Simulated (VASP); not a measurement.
Level of theory: LDA (Ceperley-Alder, Perdew-Zunger), VASP's LDA PAW potentials (set 64) (plane waves; VASP).

VASP input:

File KPOINTS:
```
Automatic mesh
0
Gamma
8 8 8
0 0 0
```

POSCAR:
```
AgCl
3.782560
  0.0000000000   0.7071067538   0.7071067538
  0.7071067538   0.0000000000   0.7071067538
  0.7071067538   0.7071067538   0.0000000000
Ag Cl
1 1
Cart
  1.4142135077   1.4142135077   1.4142135077
  0.7071067538   0.7071067538   0.7071067538
```

### INCAR
```
# general
SYSTEM =AgCl
PREC   =Accurate
ENCUT  =530
LREAL  =.FALSE.
LASPH  =.TRUE.

# electronic loop
EDIFF  =1E-7
NELM   =100
ALGO   =Normal
LMAXMIX=4

# smearing
ISMEAR =0
SIGMA  =0.05

# ions
IBRION =6
NSW    =1
ISIF   =3
POTIM  =0.015
NFREE  =2

# output
LWAVE  =.FALSE.
LCHARG =.FALSE.
```

POTCAR, in this order: Ag Cl (LDA.64 set). Program: vasp_std.

Output of the run:

### OUTCAR
```
 ion  position               nearest neighbor table
   1  0.000  0.000  0.000-   2 2.67   2 2.67   2 2.67   2 2.67   2 2.67   2 2.67
   2  0.500  0.500  0.500-   1 2.67   1 2.67   1 2.67   1 2.67   1 2.67   1 2.67
  LATTYP: Found a face centered cubic cell.
 ALAT       =     5.3493474456
 Subroutine PRICEL returns:
 Original cell was already a primitive cell.
 Subroutine GETGRP returns: Found 48 space group operations
The static configuration has the point symmetry O_h .
The dynamic configuration has the point symmetry O_h .
 Subroutine INISYM returns: Found 48 space group operations
 Subroutine IBZKPT returns following result:
 Found     29 irreducible k-points:

 Following reciprocal coordinates:
            Coordinates               Weight
  0.000000  0.000000  0.000000      1.000000
  0.125000  0.000000  0.000000      8.000000
  0.250000  0.000000  0.000000      8.000000
  0.375000  0.000000  0.000000      8.000000
  0.500000  0.000000  0.000000      4.000000
  0.125000  0.125000  0.000000      6.000000
  0.250000  0.125000  0.000000     24.000000
  0.375000  0.125000  0.000000     24.000000
  0.500000  0.125000  0.000000     24.000000
 -0.375000  0.125000  0.000000     24.000000
 -0.250000  0.125000  0.000000     24.000000
 -0.125000  0.125000  0.000000     12.000000
  0.250000  0.250000  0.000000      6.000000
  0.375000  0.250000  0.000000     24.000000
  0.500000  0.250000  0.000000     24.000000
 -0.375000  0.250000  0.000000     24.000000
 -0.250000  0.250000  0.000000     12.000000
  0.375000  0.375000  0.000000      6.000000
  0.500000  0.375000  0.000000     24.000000
 -0.375000  0.375000  0.000000     12.000000
  0.500000  0.500000  0.000000      3.000000
  0.375000  0.250000  0.125000     24.000000
  0.500000  0.250000  0.125000     48.000000
 -0.375000  0.250000  0.125000     24.000000
  0.500000  0.375000  0.125000     24.000000
 -0.375000  0.375000  0.125000     48.000000
 -0.250000  0.375000  0.125000     24.000000
 -0.375000  0.500000  0.125000     12.000000
 -0.250000  0.500000  0.250000      6.000000
 Subroutine IBZKPT_HF returns following result:
   k-points           NKPTS =     29   k-points in BZ     NKDIM =     29   number of bands    NBANDS=     13
   number of dos      NEDOS =    301   number of ions     NIONS =      2
   total plane-waves  NPLWV =  21952
   dimension x,y,z NGX =    28 NGY =   28 NGZ =   28
   dimension x,y,z NGXF=    56 NGYF=   56 NGZF=   56
   ions per type =               1   1
   PREC   = accura    normal or accurate (medium, high low for compatibility)
   ISTART =      0    job   : 0-new  1-cont  2-samecut
   ICHARG =      2    charge: 1-file 2-atom 10-const
   ISPIN  =      1    spin polarized calculation?
   LNONCOLLINEAR =      F non collinear calculations
   LSORBIT =      F    spin-orbit coupling
   INIWAV =      1    electr: 0-lowe 1-rand  2-diag
   ENCUT  =  530.0 eV  38.95 Ry    6.24 a.u.   7.10  7.10  7.10*2*pi/ulx,y,z
   NELM   =    100;   NELMIN=  2; NELMDL= -5     # of ELM steps
   EDIFF  = 0.1E-06   stopping-criterion for ELM
   LREAL  =      F    real-space projection
   NLSPLINE    = F    spline interpolate recip. space projectors
   LMAXMIX     =    4 max onsite mixed and CHGCAR
   VOSKOWN=      0    Vosko Wilk Nusair interpolation
   EDIFFG = 0.1E-05   stopping-criterion for IOM
   NSW    =     61    number of steps for IOM
   NBLOCK =      1;   KBLOCK =     61    inner block; outer block
   IBRION =      6    ionic relax: 0-MD 1-quasi-New 2-CG
   NFREE  =      2    steps in history (QN), initial steepest desc. (CG)
   ISIF   =      3    stress and relaxation
   ISYM   =      2    0-nonsym 1-usesym 2-fastsym
   TEIN   =    0.0    initial temperature
   TEBEG  =    0.0;   TEEND  =   0.0 temperature during run
...
```

OUTCAR:
```


   1 f  =    3.964814 THz    24.911661 2PiTHz  132.251958 cm-1    16.397146 meV

   2 f  =    3.964814 THz    24.911661 2PiTHz  132.251958 cm-1    16.397146 meV

   3 f  =    3.964814 THz    24.911661 2PiTHz  132.251958 cm-1    16.397146 meV

   4 f/i=    0.001211 THz     0.007611 2PiTHz    0.040406 cm-1     0.005010 meV

   5 f/i=    0.001211 THz     0.007611 2PiTHz    0.040406 cm-1     0.005010 meV

   6 f/i=    0.001211 THz     0.007611 2PiTHz    0.040406 cm-1     0.005010 meV

 ELASTIC MODULI CONTR FROM IONIC RELAXATION (kBar)
 Direction    XX          YY          ZZ          XY          YZ          ZX
 --------------------------------------------------------------------------------
 XX           0.0000      0.0000      0.0000      0.0000      0.0000      0.0000
 YY           0.0000      0.0000      0.0000      0.0000      0.0000      0.0000
 ZZ           0.0000      0.0000      0.0000      0.0000      0.0000      0.0000
 XY           0.0000      0.0000      0.0000      0.0000      0.0000      0.0000
 YZ           0.0000      0.0000      0.0000      0.0000      0.0000      0.0000
 ZX           0.0000      0.0000      0.0000      0.0000      0.0000      0.0000
 --------------------------------------------------------------------------------

 TOTAL ELASTIC MODULI (kBar)
 Direction    XX          YY          ZZ          XY          YZ          ZX
 --------------------------------------------------------------------------------
 XX        1009.1220    565.3715    565.3715      0.0000      0.0000     -0.0000
 YY         565.3715   1009.1220    565.3715      0.0000     -0.0000      0.0000
 ZZ         565.3715    565.3715   1009.1220      0.0000      0.0000      0.0000
 XY           0.0000      0.0000      0.0000     43.3158      0.0000      0.0000
 YZ           0.0000     -0.0000      0.0000      0.0000     43.3158      0.0000
 ZX          -0.0000      0.0000      0.0000      0.0000      0.0000     43.3158
 --------------------------------------------------------------------------------
```
(Selected blocks of OUTCAR.)

The structure comes from a computed database's AgCl entry (Fm-3m); how it stands against other phases isn't given here. It was relaxed first, which changed the volume by -10 %.
